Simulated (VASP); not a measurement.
Computed with HSE06 screened hybrid, VASP's PBE PAW potentials (set 64) (plane waves; VASP 6.6.1).

VASP ran on this input.

File KPOINTS:
```
kpoints
0
gamma
  1 1 1
0 0 0
```

File POSCAR:
```
Al31As32Si
1.0
 11.4648462108   0.0000000000   0.0000000000
  0.0000000000  11.4648462108   0.0000000000
  0.0000000000   0.0000000000  11.4648462108
Al As Si
31 32 1
Cartesian
  5.7327980678   0.0017593850   0.0022118646
  8.6027681467   2.8613260114   0.0061164542
  8.6024607857   0.0028579649   2.8638459777
  0.0001012678   0.0003343883  11.4647761010
  2.8641094147   2.8636553827  11.4645343830
  5.7322294962   5.7319940989   0.0020157733
  8.6024923461   8.6026805932  11.4621878764
  2.8641211593   0.0001795750   2.8639077262
  5.7041777130   2.8674336124   2.8679552182
  8.6003351929   5.7640270133   2.8663524029
  5.7322116260   0.0008489593   5.7319504235
  8.6007108890   2.8645459215   5.7636505238
  8.6024015090  11.4622446893   8.6024586842
 11.4641397928   5.7325117069   0.0032366155
  2.8613636333   8.6040766663   0.0059242564
 11.4633136062   2.8639323527   2.8635689297
  2.8657183499   5.7034544440   2.8659149640
  5.7629448763   8.6014819997   2.8653448321
 11.4635211520   0.0001223127   5.7330286717
  2.8640124427   2.8646107632   5.7041923948
  8.5987250699   8.5988491906   5.7057001941
  2.8624314175   0.0033731332   8.6027596788
  5.7629498199   2.8626899910   8.6035946693
  8.6031197174   5.6999737682   8.6045976886
  0.0028339437   8.6030818685   2.8636445736
  0.0005631418   5.7324935362   5.7319065808
  2.8634509576   8.6027703767   5.7629530714
  0.0045921398   2.8615837698   8.6030996046
  2.8602962240   5.7659037112   8.6055391129
  5.7010533738   8.6037362498   8.6048497363
 11.4607525109   8.6042030880   8.6022628807
  7.1648118668   1.4429015118   1.4454345859
 10.0219675198   4.2999922588   1.4447761586
 10.0228304834   1.4433117836   4.2999357257
  1.4327451416   1.4330502808   1.4329686488
  4.2998394095   4.2990488258   1.4282716274
  7.1663572008   7.1664776929   1.4258583736
 10.0321617962  10.0324876547   1.4326809683
  4.2997407499   1.4284292128   4.2999430024
  7.1273422822   4.3406853455   4.3419508730
 10.0389844047   7.1673082981   4.3002481014
  7.1658215495   1.4249374369   7.1663463631
 10.0413695708   4.2983535218   7.1667264755
 10.0321155745   1.4325378297  10.0324017279
  1.4419122091   7.1651021590   1.4441007439
  4.2999849844  10.0245538286   1.4440448631
  1.4272035795   4.2991190319   4.2993263840
  4.3383036406   7.1292263634   4.3404071200
  7.1668715115  10.0390018450   4.3003295305
  1.4421203247   1.4414002590   7.1656048788
  4.3341119839   4.3386479311   7.1334634805
  7.1264271753   7.1264508835   7.1343992516
 10.0210447155  10.0228527057   7.1656171978
  4.2990475841   1.4418628747  10.0243308557
  7.1666140122   4.2974438769  10.0424364538
 10.0244430243   7.1656988664  10.0244725853
  1.4423061366  10.0250565678   4.2998167813
  1.4241226199   7.1675151331   7.1662627500
  4.2987718787  10.0408834716   7.1665975029
  1.4407020143   4.2993647465  10.0261291627
  4.2979483255   7.1676170476  10.0427595595
  7.1658897859  10.0252522693  10.0244976875
  1.4324151122  10.0325628079  10.0322423975
  5.7302966745   5.7333821684   5.7395357515
```

**INCAR**
```
AEXX  =  0.25
ALGO  =  Normal
EDIFF  =  1E-5
ENCUT  =  400
GGA  =  PE
HFSCREEN  =  0.2
ISIF  =  0
ISMEAR  =  0
ISYM  =  0
LASPH  =  .True.
LCHARG  =  .False.
LHFCALC  =  .True.
LMAXMIX  =  4
LREAL  =  Auto
LWAVE  =  .False.
NELECT  =  256.0
NELM  =  50
NELMIN  =  4
PREC  =  Normal
PRECFOCK  =  Fast
SIGMA  =  0.05
SYSTEM  =  Al31As32Si
```

POTCAR, in this order: Al As Si (PBE.64 set). Program: vasp_gam. Read from the step before: WAVECAR.

The resulting files:

OSZICAR:
```
       N       E                     dE             d eps       ncg     rms          rms(c)
DAV:   1    -0.353593522497E+03   -0.35359E+03   -0.22185E+01   378   0.994E+00    0.437E+01
DAV:   2    -0.353761015709E+03   -0.16749E+00   -0.69169E-01   386   0.181E+00    0.332E+01
DAV:   3    -0.353731751694E+03    0.29264E-01   -0.19486E-02   371   0.296E-01    0.204E+01
DAV:   4    -0.353720249237E+03    0.11502E-01   -0.52949E-03   364   0.135E-01    0.122E+01
DAV:   5    -0.353716374386E+03    0.38749E-02   -0.14700E-03   356   0.691E-02    0.719E+00
DAV:   6    -0.353715030576E+03    0.13438E-02   -0.38272E-04   348   0.377E-02    0.420E+00
DAV:   7    -0.353714588207E+03    0.44237E-03   -0.13016E-04   348   0.229E-02    0.242E+00
DAV:   8    -0.353714451471E+03    0.13674E-03   -0.45784E-05   283   0.140E-02    0.139E+00
DAV:   9    -0.353714414793E+03    0.36678E-04   -0.16552E-05   204   0.952E-03    0.805E-01
DAV:  10    -0.353714411791E+03    0.30013E-05   -0.83512E-06   195   0.699E-03
   1 F= -.35371441E+03 E0= -.35371441E+03  d E =-.435020E-14
```

### OUTCAR
```
------------------------ aborting loop because EDIFF is reached ----------------------------------------
  volume of cell :     1506.97
      direct lattice vectors                 reciprocal lattice vectors
    11.464846211  0.000000000  0.000000000     0.087223150  0.000000000  0.000000000
     0.000000000 11.464846211  0.000000000     0.000000000  0.087223150  0.000000000
     0.000000000  0.000000000 11.464846211     0.000000000  0.000000000  0.087223150
  FREE ENERGIE OF THE ION-ELECTRON SYSTEM (eV)
  ---------------------------------------------------
  free  energy   TOTEN  =      -353.7144117914 eV

  energy  without entropy=     -353.7144117914  energy(sigma->0) =     -353.71441179

  exchange ACFDT corr.  =         0.00000000  see jH, gK, PRB 81, 115126
```
(Selected blocks of OUTCAR.)

**OUTCAR**
```
 val. band max:        3.1188506991   @ k =   0.0000   0.0000   0.0000

 cond. band min:       5.2809838294   @ k =   0.0000   0.0000   0.0000


 Fermi energy:         3.3949019480

 k-point     1 :       0.0000    0.0000    0.0000
  band No.  band energies     occupation
      1      -9.9226      2.00000
      2      -9.3256      2.00000
      3      -8.9067      2.00000
      4      -8.9054      2.00000
      5      -8.9047      2.00000
      6      -8.8509      2.00000
      7      -8.8505      2.00000
      8      -8.5105      2.00000
      9      -8.4232      2.00000
     10      -8.4229      2.00000
     11      -8.4220      2.00000
     12      -8.2617      2.00000
     13      -8.2602      2.00000
     14      -8.2599      2.00000
     15      -8.2592      2.00000
     16      -8.2587      2.00000
     17      -8.2581      2.00000
     18      -8.2442      2.00000
     19      -8.2438      2.00000
     20      -8.1640      2.00000
     21      -8.1636      2.00000
     22      -8.1634      2.00000
     23      -8.1579      2.00000
     24      -7.6964      2.00000
     25      -7.6959      2.00000
     26      -7.6950      2.00000
     27      -7.5495      2.00000
     28      -7.5487      2.00000
     29      -7.5475      2.00000
     30      -7.5399      2.00000
     31      -7.5396      2.00000
     32      -7.5392      2.00000
     33      -4.3172      2.00000
     34      -2.8271      2.00000
     35      -2.8269      2.00000
     36      -2.8267      2.00000
     37      -2.7551      2.00000
     38      -2.6855      2.00000
     39      -2.6853      2.00000
     40      -2.5006      2.00000
     41      -2.3331      2.00000
     42      -2.3326      2.00000
     43      -2.3317      2.00000
     44      -2.3148      2.00000
     45      -2.3141      2.00000
     46      -1.9394      2.00000
     47      -1.7970      2.00000
     48      -1.7968      2.00000
     49      -1.7956      2.00000
     50      -1.7321      2.00000
     51      -1.7307      2.00000
...
```

The cell is charged, with a uniform compensating background. The supercell is sampled at Γ alone, which is coarse: total energies, pressure and levels can be off, energies of defects by several tenths of an eV.

The cell is a supercell with a defect, built from AlAs (zinc blende): Si_Al, charge +1. The cell's shape comes from a PBE relaxation. The run is not spin-polarised, so no state with unpaired spins was tried.
